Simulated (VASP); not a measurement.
OSZICAR of a VASP run on Ga4PSb3 (ordered alloy cell):

File OSZICAR:
```
       N       E                     dE             d eps       ncg     rms          rms(c)
DAV:   1     0.529878165708E+03    0.52988E+03   -0.27783E+04  6786   0.189E+03
DAV:   2     0.431921996099E+02   -0.48669E+03   -0.47698E+03  7466   0.477E+02
DAV:   3    -0.302610375086E+02   -0.73453E+02   -0.71721E+02  7762   0.150E+02
DAV:   4    -0.343858128163E+02   -0.41248E+01   -0.40951E+01  8315   0.369E+01
DAV:   5    -0.345062776699E+02   -0.12046E+00   -0.12021E+00  9376   0.606E+00    0.686E+00
DAV:   6    -0.340264733920E+02    0.47980E+00   -0.84825E-01  8929   0.994E+00    0.410E+00
DAV:   7    -0.339179979358E+02    0.10848E+00   -0.52343E-01  8174   0.435E+00    0.805E-01
DAV:   8    -0.339143742186E+02    0.36237E-02   -0.99965E-02  8890   0.324E+00    0.277E-01
DAV:   9    -0.339158847998E+02   -0.15106E-02   -0.12355E-02  7589   0.953E-01    0.136E-01
DAV:  10    -0.339160407112E+02   -0.15591E-03   -0.14626E-03  9509   0.437E-01    0.998E-02
DAV:  11    -0.339162196312E+02   -0.17892E-03   -0.36842E-04  7525   0.243E-01    0.171E-02
DAV:  12    -0.339162407032E+02   -0.21072E-04   -0.77809E-05  8391   0.174E-01    0.106E-02
DAV:  13    -0.339162445271E+02   -0.38239E-05   -0.29869E-05  8542   0.330E-02    0.746E-03
DAV:  14    -0.339162481949E+02   -0.36678E-05   -0.57141E-06  8537   0.197E-02    0.184E-03
DAV:  15    -0.339162484233E+02   -0.22846E-06   -0.13264E-06  8636   0.735E-03    0.231E-03
DAV:  16    -0.339162483752E+02    0.48185E-07   -0.83750E-08  4296   0.207E-03
   1 F= -.33916248E+02 E0= -.33916248E+02  d E =0.000000E+00
```

**Question.** Which electronic solver shows in the log?

**Answer.** It is blocked Davidson (ALGO = Normal, or the opening steps of other solvers). The INCAR had ALGO = Normal.

**Question.** Can the final energy be trusted as converged?

**Answer.** The calculation finished and met its thresholds. It stopped with EDIFF = 1E-7, NELM = 100 (PBEsol GGA, plane waves, VASP's PBE PAW potentials (set 64)).

The structure was generated: Ga4PSb3 was put into an ordered model structure (R3m), which need not be its known phase. It was relaxed first.
